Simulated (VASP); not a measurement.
Data:

```
CELL_PARAMETERS angstrom
      3.52389     0.00000     0.00000
      0.00000     3.52389     0.00000
      0.00000     0.00000     3.52389
ATOMIC_POSITIONS crystal
  Si 0.00000 0.00000 0.00000
  Ni 0.00000 0.50000 0.50000
  Ni 0.50000 0.00000 0.50000
  Ni 0.50000 0.50000 0.00000
```

Level of theory: AM05 GGA, VASP's PBE PAW potentials (set 64) (plane waves; VASP 6.6.1). Numerical set-up: 520 eV cut-off, 9×9×9 Γ-centred mesh, first-order Methfessel-Paxton smearing of 0.10 eV, potentials Si Ni.

**Question.** Predict the energy per atom (σ→0), pressure, band gap (on the k-mesh) with the smallest direct gap where there is one.

**Answer.** 
```json
{
  "band gap (on the k-mesh)": "none (metal, semimetal or under 0.01 eV)",
  "energy per atom (σ→0)": "-6.360 eV/atom",
  "pressure": "-12.24 GPa"
}
```

The absolute energy has meaning only against runs of the same code, potentials and settings.

The compound is Ni3Si in the L1_2 structure. This cell is one point of a volume scan, at 1.06 of the reference volume. The run is not spin-polarised, so no magnetic state was tried.
